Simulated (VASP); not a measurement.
Here is a VASP 6.6.1 calculation.

The input INCAR:

```
SYSTEM = Al
PREC = Accurate ; ENCUT = 600
EDIFF = 1E-7 ; ISMEAR = 1
SIGMA = 0.1 ; LREAL = .False.
LASPH = .True. ; NELM = 80
ALGO = Normal ; ISIF = 3
LWAVE = .False. ; LCHARG = .False.
METAGGA = R2SCAN ; LMIXTAU = .True.
IBRION = 2 ; NSW = 90
EDIFFG = -0.005 ; KPAR = 2
```

The input KPOINTS:

```
regular mesh
0
Gamma
  16 16 16
  0 0 0
```

POSCAR

```
Al                                      
1.0
   -0.0000000000      1.9943126523      1.9943126523
    1.9943126523      0.0000000000      1.9943126523
    1.9943126523      1.9943126523     -0.0000000000
  Al            
     1
Direct
     0.0000000000000000    0.0000000000000000    0.0000000000000000
```

Potentials or basis: VASP PAW PBE potentials, release 64 (Al).

Command:

```bash
$ cat potpaw_PBE.64/Al/POTCAR > POTCAR
$ mpirun -np 2 vasp_std > vasp.out
```

**Question.** Estimate the band gap on the k mesh.

**Answer.** None (metal or under the smearing width).

Final structure:
```yaml
crystal:
  lattice:
    - [0.00000, 1.99431, 1.99431]
    - [1.99431, 0.00000, 1.99431]
    - [1.99431, 1.99431, 0.00000]
  atoms:
    - { symbol: Al, position: [0.00000, 0.00000, 0.00000] }
```

Caveat: the relaxation stopped at its first step, so nothing moved.
